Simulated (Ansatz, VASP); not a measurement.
**Ta2O5 in two plane-wave programs**

Aim: how closely do two programs agree when they are given the same cell, functional and k mesh? The cell is taken from a series of runs on this material, whose earlier steps may have relaxed, scaled, displaced or heated it; both programs get it as it stands.

Program: Ansatz 0.2.0. Level of theory: plane waves, with VASP 6.6.1 beside it; single point at r2SCAN with D4. Results are calculated unless marked as measured.

## 1. Starting point

Symmetry: Cmmm, No. 65, orthorhombic system. The conventional cell has a = 3.832 Å, b = 13.013 Å, c = 3.853 Å, α = 90.00°, β = 90.00°, γ = 90.00°. Ta has 6 O at 1.90 to 2.20 Å nearest. Nearest to O lie 2 Ta at 1.93 Å. Nearest to O lie 3 Ta at 1.98 to 2.20 Å. Nearest to O lie 2 Ta at 1.90 Å. Farther neighbours and most contacts between anions are not listed. That group holds within 0.01 Å; judged at 0.001 Å it is P2/m (No. 10).

## 2. Ansatz: single point, r2SCAN with D4

Ansatz runs on PAW files that the input asks for by source.

A single point gives forces, pressure and levels at one fixed geometry, so differences don't come from the geometry; what else differs is listed under the comparison.

input.yaml

```yaml
crystal:
  lattice:
    - [3.8313909623, 0.0, -0.0293847505]
    - [0.0, 3.8534228304, 0.0]
    - [-1.8641420831, 0.0, 6.5211695107]
  atoms:
    - { symbol: Ta, position: [0.6458570225, 0.0, 0.791576456] }
    - { symbol: Ta, position: [0.3541429775, 0.0, 0.208423544] }
    - { symbol: O, position: [0.6502462089, 0.5, 0.8000199967] }
    - { symbol: O, position: [0.3497537911, 0.5, 0.1999800033] }
    - { symbol: O, position: [0.1850975352, 0.0, 0.8700300872] }
    - { symbol: O, position: [0.8149024648, 0.0, 0.1299699128] }
    - { symbol: O, position: [0.5, 0.0, 0.5] }
kpoints:
  mp_grid: { grid: [6, 6, 4] }
hamiltonian:
  xc: r2scan
  pseudopotentials: { kind: paw, source: ansatz }
  dispersion: d4
scf:
  occupations: { method: fixed }
  n_extra_bands: 6
  lower_state_search: "off"
  convergence: { dr2_threshold: 1.0e-09 }
output:
  eigenvalues: true
```

Run with:

```sh
$ ansatz run input.yaml --threads 4 --pin off --max-ram 18432MiB --backend cpu --events-out ev --progress --plain --runs-dir out
```

Numbers of over 12 decimals in the logs are rounded to 6 here.

What it wrote:

```text
scf.n_extra_bands = 6 over 42 filled bands (N_el = 84.0): the run solves 48 bands
Engine: ansatz 0.2.0, aarch64-unknown-linux-gnu
Pseudopotentials: kind: paw
Pseudopotential: Ta, paw, valence charge 27, recommended cutoff 520 eV (normal), Ta.paw.azcp
Pseudopotential: O, paw, valence charge 6, recommended cutoff 1050 eV (meta_gga), O.paw.azcp
Functional definition: r2SCAN
  parameter k0 = 0.174
  parameter k1 = 0.065
  parameter a1 = 4.9479
  exchange = r2scan_x(k0 = k0, k1 = k1, a1 = a1)
  correlation = r2scan_c
Crystal: 7 atoms, lattice volume = 96.067 Å³
Basis set: ecut = 1050 eV, 7413 PW (Γ), exchange–correlation on 192×192×324 points (64 copies of the dense FFT grid, shifted against one another)
Bands: 48, of which v1, the nominal top of the filled ones, is band 42 counted from 1 (41 counted from 0)
Symmetry: 4 space group operations
Space group: P2/m (ITA 10), of the structure as read, at distance tolerance 4.6e-5 Å
k-points: 56 of 144
Non-local potential: Ta, projectors of the file, l = 0: 3, l = 1: 3, l = 2: 2, l = 3: 3
Non-local potential: O, projectors of the file, l = 0: 2, l = 1: 2, l = 2: 1
PAW form: soft (Blöchl's): semilocal exchange-correlation on the pseudo side does not see the compensation charge
PAW frozen core: Ta, regenerated for the run's functional (the file was generated under x = pbe(κ = 0.804, μ = 0.219515), c = pbe(β = 0.066725))
PAW frozen core: O, regenerated for the run's functional (the file was generated under x = pbe(κ = 0.804, μ = 0.219515), c = pbe(β = 0.066725))
PAW one-centre angular grid: Ta, 974 points (default); XC on 227 of its mesh's 597 points in the sphere
PAW one-centre angular grid: O, 302 points (default); XC on 160 Gauss nodes
Initial density: superposition of atomic densities (chi_scale 0.1, normalization cell, long waves kept (reshape's long-wave potential 0.03 eV rms))
Initial wavefunctions: pseudopotential atomic-orbital guess
Functional: x = r2scan, c = r2scan; τ floored in thin density (d = 2e-4 eV/Å³)
SCF iter   1: F=-36435.110960 eV  HF=-36437.416681 eV  |F-HF|=2.31e0  |Δ(HF+E_count)|=         —  Δρ=7.97e-2  dr2=4.49e0  dr2_τ=1.70e0  ethr=3.10e-3  ⟨swp⟩=4.4  Hψ=9403  notcnv=0  defer=175
preconditioner: auto → Resta (q_TF=auto, 2.668 Å⁻¹)  ε∞=3.5  [insulator: Δε(μ)=2.242 eV  Ē_g=21.646 eV  n_scr=30 (ndim 8)  ℏωp=33.9 eV  f_vac=0.153  ε∞_Penn≈3.5]
SCF iter   2: F=-36436.264009 eV  HF=-36436.519456 eV  |F-HF|=2.55e-1  |Δ(HF+E_count)|=   8.97e-1  Δρ=3.99e-2  dr2=1.14e0  dr2_τ=1.42e-1  ethr=3.10e-3  ⟨swp⟩=2.9  Hψ=6023  notcnv=0  defer=130
SCF iter   3: F=-36436.379580 eV  HF=-36436.493979 eV  |F-HF|=1.14e-1  |Δ(HF+E_count)|=   2.55e-2  Δρ=1.41e-2  dr2=1.51e-1  dr2_τ=3.93e-2  ethr=1.36e-3  ⟨swp⟩=2.0  Hψ=4876  notcnv=0  defer=196
SCF iter   4: F=-36436.464233 eV  HF=-36436.463914 eV  |F-HF|=3.19e-4  |Δ(HF+E_count)|=   3.01e-2  Δρ=4.32e-3  dr2=2.31e-2  dr2_τ=7.54e-3  ethr=1.80e-4  ⟨swp⟩=3.0  Hψ=5719  notcnv=0  defer=224
SCF iter   5: F=-36436.467034 eV  HF=-36436.468552 eV  |F-HF|=1.52e-3  |Δ(HF+E_count)|=   4.64e-3  Δρ=2.97e-3  dr2=6.76e-3  dr2_τ=4.26e-3  ethr=2.75e-5  ⟨swp⟩=2.6  Hψ=4966  notcnv=0  defer=223
SCF iter   6: F=-36436.469500 eV  HF=-36436.469120 eV  |F-HF|=3.80e-4  |Δ(HF+E_count)|=   5.68e-4  Δρ=6.45e-4  dr2=5.28e-4  dr2_τ=1.43e-4  ethr=8.05e-6  ⟨swp⟩=2.0  Hψ=3983  notcnv=0  defer=224
SCF iter   7: F=-36436.469430 eV  HF=-36436.469589 eV  |F-HF|=1.59e-4  |Δ(HF+E_count)|=   4.69e-4  Δρ=6.87e-4  dr2=3.72e-4  dr2_τ=2.18e-4  ethr=6.28e-7  ⟨swp⟩=2.1  Hψ=4445  notcnv=0  defer=211
SCF iter   8: F=-36436.469629 eV  HF=-36436.469611 eV  |F-HF|=1.85e-5  |Δ(HF+E_count)|=   2.18e-5  Δρ=1.06e-4  dr2=1.11e-5  dr2_τ=3.88e-6  ethr=4.43e-7  ⟨swp⟩=2.0  Hψ=3936  notcnv=0  defer=84
SCF iter   9: F=-36436.469629 eV  HF=-36436.469630 eV  |F-HF|=1.02e-6  |Δ(HF+E_count)|=   1.87e-5  Δρ=5.28e-5  dr2=2.03e-6  dr2_τ=1.01e-6  ethr=1.32e-8  ⟨swp⟩=2.5  Hψ=5714  notcnv=0  defer=78
SCF iter  10: F=-36436.469620 eV  HF=-36436.469621 eV  |F-HF|=3.14e-7  |Δ(HF+E_count)|=   8.84e-6  Δρ=3.39e-5  dr2=9.17e-7  dr2_τ=6.54e-7  ethr=2.41e-9  ⟨swp⟩=2.7  Hψ=5235  notcnv=0  defer=78
SCF iter  11: F=-36436.469621 eV  HF=-36436.469621 eV  |F-HF|=6.33e-8  |Δ(HF+E_count)|=   1.29e-7  Δρ=9.95e-6  dr2=8.27e-8  dr2_τ=4.99e-8  ethr=1.09e-9  ⟨swp⟩=2.1  Hψ=3733  notcnv=0  defer=78
SCF iter  12: F=-36436.469621 eV  HF=-36436.469621 eV  |F-HF|=1.59e-8  |Δ(HF+E_count)|=   8.94e-8  Δρ=2.60e-6  dr2=6.35e-9  dr2_τ=7.45e-10  ethr=9.84e-11  ⟨swp⟩=2.0  Hψ=4891  notcnv=0  defer=78
SCF iter  13: F=-36436.469621 eV  HF=-36436.469621 eV  |F-HF|=6.62e-10  |Δ(HF+E_count)|=   1.98e-8  Δρ=9.77e-7  dr2=7.54e-10  dr2_τ=3.17e-10  ethr=1.19e-12  ⟨swp⟩=11.3  Hψ=10796  notcnv=0
SCF iter  14: F=-36436.469621 eV  HF=-36436.469621 eV  |F-HF|=2.55e-10  |Δ(HF+E_count)|=  8.44e-10  Δρ=3.78e-7  dr2=1.07e-10  dr2_τ=4.33e-11  ethr=1.00e-12  ⟨swp⟩=4.0  Hψ=7987  notcnv=0
SCF 1 converged in 14 iterations: F = -36436.469621 eV  dr2 = 1.07e-10
  greatest PAW one-centre occupation: 0.998 electrons in one spin orbital (limit 2), on the Ta atom at site 1 (counted from 0), in its partial waves of l = 3
SCF converged after 14 iterations
Free energy (F): -36436.469621 eV
Harris-Foulkes:  -36436.469621 eV  (|F-HF|=2.55e-10)
Internal energy: -36436.469621 eV  (E = F + TS)
E sigma→0 (E₀):  -36436.469621 eV
Fermi energy:    8.324585 eV
--- Per-component energies (eV) ---
  E_band       = -829.290602
  E_kinetic    = 2212.727190
  E_local      = -26344.559545  (includes V_loc(G=0)·N_el)
  E_nonlocal   = 5375.437550
  E_hartree    = 9264.062945
  E_xc         = -1628.327932
  E_vxc        = -1315.496299  (∫ρ·V_xc dr)
  E_paw        = -15484.191503  (= ΣΔE_a)
  E_vpaw       = 637.292905  (= ΣTr[D̂ρ^β])
  E_aug_tail   = -0.000027  (compensation charges beyond the density's cutoff)
  E_vtau       = 77.181827  (kinetic-family band-sum trace: ∫τ·v_τ [+ j·A + Jᵃ·Aᵃ] dr)
  E_ewald      = -9830.785191
  E_disp       = -0.427780  (pairwise vdW)
  E_core_change = -0.405328  (= ΣΔE_core)
  E_smearing   = -0.000000  (= −TS)
  E_closure    = 0.000000  (closes the sum)
  Σ components = -36436.469621   (vs F -36436.469621, Δ=0.00e0)
--- Band table (eV; the first three rows and the last of 56) ---
  k-point 0: bands = [... 38 lower, 7.3818, 7.5075, 7.7151, 7.7302, 11.0704, 11.4734, 11.6469, 13.1789, ... 2 higher]
  k-point 1: bands = [... 38 lower, 7.3829, 7.4025, 7.6497, 7.6721, 11.0502, 11.4967, 11.6047, 13.1087, ... 2 higher]
  k-point 2: bands = [... 38 lower, 7.3854, 7.4457, 7.5633, 7.5807, 11.0319, 11.5180, 11.5693, 13.0343, ... 2 higher]
  k-point 55: bands = [... 38 lower, 6.3013, 7.6662, 8.2234, 8.3246, 12.0609, 13.8904, 14.4411, 15.0912, ... 2 higher]
```

Reading the cycles: dr2 is the Hartree energy of the density residual (eV), the measure of convergence; HF is the Harris–Foulkes estimate of the energy, which meets the free energy F at convergence.

## 3. VASP: single point, r2SCAN with D4

The same cell, functional and mesh now go to VASP, with its own data sets.

Lines of VASP's logs that name or quote its potential files are left out, and so is its time.

INCAR

```
SYSTEM = Ta2O5
PREC = Accurate
ENCUT = 580
EDIFF = 1E-06
NELM = 120
ISMEAR = 0
SIGMA = 0.01
LREAL = .FALSE.
ALGO = Normal
METAGGA = R2SCAN
IVDW = 13
VDW_S6 = 1
VDW_S8 = 0.6018749
VDW_A1 = 0.51559235
VDW_A2 = 5.77342911
LASPH = .TRUE.
NBANDS = 33
LORBIT = 11
LWAVE = .FALSE.
LCHARG = .FALSE.
ISIF = 2
GGA_COMPAT = .FALSE.
EFERMI = MIDGAP
LMIXTAU = .TRUE.
KPAR = 2
```

POSCAR

```
Ta2O5
1.0
    3.8313909623      0.0000000000     -0.0293847505
    0.0000000000      3.8534228304      0.0000000000
   -1.8641420831      0.0000000000      6.5211695107
Ta O
2 5
Direct
    0.6458570225      0.0000000000      0.7915764560
    0.3541429775      0.0000000000      0.2084235440
    0.6502462089      0.5000000000      0.8000199967
    0.3497537911      0.5000000000      0.1999800033
    0.1850975352      0.0000000000      0.8700300872
    0.8149024648      0.0000000000      0.1299699128
    0.5000000000      0.0000000000      0.5000000000
```

KPOINTS

```
Automatic mesh
0
Gamma
6 6 4
0 0 0
```

PAW data sets: Ta_pv and O (PBE family, release 64).

Run with:

```sh
$ mpirun -np 2 vasp_std
```

What it wrote:

```text
[banner, memory and clock lines left out]
running    2 mpi-ranks, on    1 nodes
 distrk:  each k-point on    1 cores,    2 groups
 distr:  one band on    1 cores,    1 groups

 POSCAR found type information on POSCAR TaO
 POSCAR found :  2 types and       7 ions
|                                                                             |
|               ----> ADVICE to this user running VASP <----                  |
|                                                                             |
|     You enforced a specific xc type in the INCAR file but a different       |
|     [... a line on the potential file left out ...]
|     I HOPE YOU KNOW WHAT YOU ARE DOING!                                     |
|                                                                             |

 LDA part: xc-table for (None), standard interpolation
 POSCAR, INCAR and KPOINTS ok, starting setup
 FFT: planning ... GRIDC
 FFT: planning ... GRID_SOFT
 FFT: planning ... GRID
 WAVECAR not read
 entering main loop
       N       E                     dE             d eps       ncg     rms          rms(c)
DAV:   1     0.417217532909E+03    0.41722E+03   -0.31924E+04  3696   0.174E+03
DAV:   2    -0.145632903609E+03   -0.56285E+03   -0.54863E+03  4660   0.461E+02
DAV:   3    -0.179189396509E+03   -0.33556E+02   -0.33434E+02  4481   0.116E+02
DAV:   4    -0.179631984615E+03   -0.44259E+00   -0.44199E+00  4528   0.147E+01
DAV:   5    -0.179639169627E+03   -0.71850E-02   -0.71825E-02  4419   0.179E+00    0.517E+01
DAV:   6    -0.154895143325E+03    0.24744E+02   -0.50972E+01  4488   0.488E+01    0.200E+01
DAV:   7    -0.147534911511E+03    0.73602E+01   -0.36773E+00  4437   0.129E+01    0.920E+00
DAV:   8    -0.153407342744E+03   -0.58724E+01   -0.23884E+00  3877   0.106E+01    0.190E+00
DAV:   9    -0.148061317172E+03    0.53460E+01   -0.11794E+00  3778   0.765E+00    0.478E-01
DAV:  10    -0.148437172491E+03   -0.37586E+00   -0.20294E-01  4463   0.338E+00    0.415E-01
DAV:  11    -0.148374438823E+03    0.62734E-01   -0.22806E-02  3847   0.134E+00    0.324E-01
DAV:  12    -0.148573066335E+03   -0.19863E+00   -0.96459E-02  3713   0.288E+00    0.147E-01
DAV:  13    -0.148534008252E+03    0.39058E-01   -0.26495E-02  4304   0.135E+00    0.155E-01
DAV:  14    -0.148532429173E+03    0.15791E-02   -0.49552E-03  3982   0.643E-01    0.580E-02
DAV:  15    -0.148537992696E+03   -0.55635E-02   -0.30239E-03  3727   0.481E-01    0.308E-02
DAV:  16    -0.148541063502E+03   -0.30708E-02   -0.70940E-04  3840   0.248E-01    0.112E-02
DAV:  17    -0.148540876505E+03    0.18700E-03   -0.38774E-04  3774   0.171E-01    0.103E-02
DAV:  18    -0.148541346296E+03   -0.46979E-03   -0.21936E-04  3728   0.135E-01    0.312E-03
DAV:  19    -0.148541364866E+03   -0.18570E-04   -0.93952E-06  4491   0.261E-02    0.335E-03
DAV:  20    -0.148541354987E+03    0.98789E-05   -0.42004E-06  3907   0.166E-02    0.207E-03
DAV:  21    -0.148541365341E+03   -0.10354E-04   -0.26824E-06  3422   0.132E-02    0.131E-03
DAV:  22    -0.148541365849E+03   -0.50797E-06   -0.35389E-07  2003   0.468E-03
   1 F= -.14896859E+03 E0= -.14896859E+03  d E =0.000000E+00
```

Parts of OUTCAR (step 3):

```text
ion  position               nearest neighbor table
   1  0.646  0.000  0.792-   7 1.90   3 1.93   3 1.93   5 1.98   5 1.98   6 2.20   2 3.32   2 3.32

  LATTYP: Found a simple monoclinic cell.
 ALAT       =     3.8315036434
 B/A-ratio  =     1.0057207794
 C/A-ratio  =     1.7701614195
 COS(beta)  =    -0.2822165294

 Subroutine GETGRP returns: Found  4 space group operations
 (whereof  4 operations were pure point group operations)

The static configuration has the point symmetry C_2h.

 Found     56 irreducible k-points:

   k-points           NKPTS =     56   k-points in BZ     NKDIM =     56   number of bands    NBANDS=     33

   dimension x,y,z NGX =    30 NGY =   30 NGZ =   54
   dimension x,y,z NGXF=    60 NGYF=   60 NGZF=  108

   ENCUT  =  580.0 eV  42.63 Ry    6.53 a.u.   7.52  7.57 13.32*2*pi/ulx,y,z

   NELECT =      52.0000    total number of electrons

 k-points in reciprocal lattice and weights: Automatic mesh
   0.00000000  0.00000000  0.00000000       0.007
   0.16666667  0.00000000  0.00000000       0.014
   0.33333333  0.00000000  0.00000000       0.014
   0.50000000  0.00000000  0.00000000       0.007
   0.00000000  0.16666667  0.00000000       0.014
   0.16666667  0.16666667  0.00000000       0.028
   0.33333333  0.16666667  0.00000000       0.028
   0.50000000  0.16666667  0.00000000       0.014
   0.00000000  0.33333333  0.00000000       0.014
[...]
0.33333333  0.50000000  0.50000000       0.014
   0.50000000  0.50000000  0.50000000       0.007

 average (electrostatic) potential at core
       1 -47.5945       2 -47.5945       3 -76.2509       4 -76.2509       5 -77.2066
       6 -77.2066       7 -77.2501

 E-fermi :   2.0227

 k-point     1 :       0.0000    0.0000    0.0000
  band No.  band energies     occupation
    ...
     22      -0.3790      2.00000
     23      -0.2876      2.00000
     24      -0.1405      2.00000
     25       0.0512      2.00000
     26       0.0862      2.00000
     27       3.3907      0.00000
     28       3.7921      0.00000
     29       3.9621      0.00000
     30       5.4928      0.00000
     31       5.5400      0.00000
    ...

 k-point     2 :       0.1667    0.0000    0.0000
  band No.  band energies     occupation
    ...
     22      -0.4883      2.00000
     23      -0.4853      2.00000
     24      -0.1226      2.00000
     25      -0.1167      2.00000
     26      -0.0509      2.00000
     27       3.8497      0.00000
     28       4.0737      0.00000
     29       4.2080      0.00000
     30       4.6235      0.00000
     31       5.7121      0.00000
    ...

 k-point     3 :       0.3333    0.0000    0.0000
  band No.  band energies     occupation
    ...
     22      -0.7573      2.00000
     23      -0.5837      2.00000
     24      -0.3857      2.00000
     25      -0.2670      2.00000
     26      -0.0343      2.00000
     27       3.7401      0.00000
     28       4.1809      0.00000
     29       4.8624      0.00000
     30       5.2390      0.00000
     31       5.9437      0.00000
    ...

  DFT-D4 for vdW energy calculation

  Edisp (eV):   -0.42722

  Total       0.80145     0.86076     0.75442     0.00000     0.00000     0.00037
  in kB      13.36633    14.35539    12.58201     0.00000     0.00000     0.00611
  external pressure =       13.43 kB  Pullay stress =        0.00 kB

  energy-cutoff  :      580.00
  volume of cell :       96.07
      direct lattice vectors                 reciprocal lattice vectors
     3.831390962  0.000000000 -0.029384751     0.261575293  0.000000000  0.074773936
     0.000000000  3.853422830  0.000000000     0.000000000  0.259509544  0.000000000
    -1.864142083  0.000000000  6.521169511     0.001178673  0.000000000  0.153683662

 POSITION                                       TOTAL-FORCE (eV/Angst)
 -----------------------------------------------------------------------------------
      0.99892      0.00000      5.14303        -0.000540      0.000000     -0.001116
      0.96833      0.00000      1.34876         0.000540      0.000000      0.001116
      1.00000      1.92671      5.19796        -0.000345      0.000000     -0.015487
      0.96725      1.92671      1.29383         0.000345      0.000000      0.015487
     -0.91268      0.00000      5.66817        -0.001092     -0.000000      0.001738
      2.87993      0.00000      0.82361         0.001092      0.000000     -0.001738
      0.98362      0.00000      3.24589        -0.000000      0.000000      0.000000
 -----------------------------------------------------------------------------------
    total drift:                                0.000000     -0.000000     -0.000000

  FREE ENERGIE OF THE ION-ELECTRON SYSTEM (eV)
  ---------------------------------------------------
  free  energy   TOTEN  =      -148.9685902166 eV

  energy  without entropy=     -148.9685902166  energy(sigma->0) =     -148.96859022

 total charge
# of ion       s       p       d       tot
------------------------------------------
    1        0.368   6.361   2.069   8.799
    2        0.368   6.361   2.069   8.799
    3        1.574   3.554   0.000   5.128
    4        1.574   3.554   0.000   5.128
    5        1.564   3.591   0.000   5.155
    6        1.564   3.591   0.000   5.155
    7        1.572   3.568   0.000   5.140
--------------------------------------------------
tot          8.585  30.580   4.138  43.303

[... 3 further parts left out ...]
```

The run ends at a pressure of 1.34 GPa, with forces up to 0.015 eV/Å.

## 4. Side by side

Known differences besides the potentials themselves: VASP keeps PBE cores, Ansatz makes them for the functional; fixed occupations in Ansatz, narrow Gaussian smearing in VASP; the data sets hold 84 valence electrons in Ansatz (on PAW files that the input asks for by source) and 52 in VASP; the cutoff is 1050 eV in Ansatz and 580 eV in VASP. Total energies have different zeros and are not compared.

Both answers:

| quantity | Ansatz | VASP | difference |
| --- | --- | --- | --- |
| gap on the k mesh (eV) | 2.707 | 2.659 | +0.048 |

A gap on the mesh is an upper bound, since the band edges may lie between its points; neither run holds spin-orbit coupling, which can move the band edges of a compound of Ta.

## 5. Results

| Property | Result |
| --- | --- |
| difference in gap on the k mesh (single point, r2SCAN with D4) | 0.048 eV |

**Reading.** The difference in gap on the k mesh is 0.048 eV (single point, r2SCAN with D4), within the 0.08 eV picked in this series as the mark of a large difference. The data sets hold unlike numbers of valence electrons (84 in Ansatz and 52 in VASP), so part of the differences comes from the potentials. How closely two codes agree says nothing of how well the functional describes the real material.

[Lines on the potential files, build, host, timing and source positions are cut from VASP's logs without a mark.]

[Logs are printed without paths, hosts, clocks, repeated set-up lines and the standing remarks that a program may print on its own settings, such as how far it seeks lower states.]

[Hosts, paths, dates, database ids (printed as entryN), source tags and the programs' standing remarks are cut or masked in the printed files.]
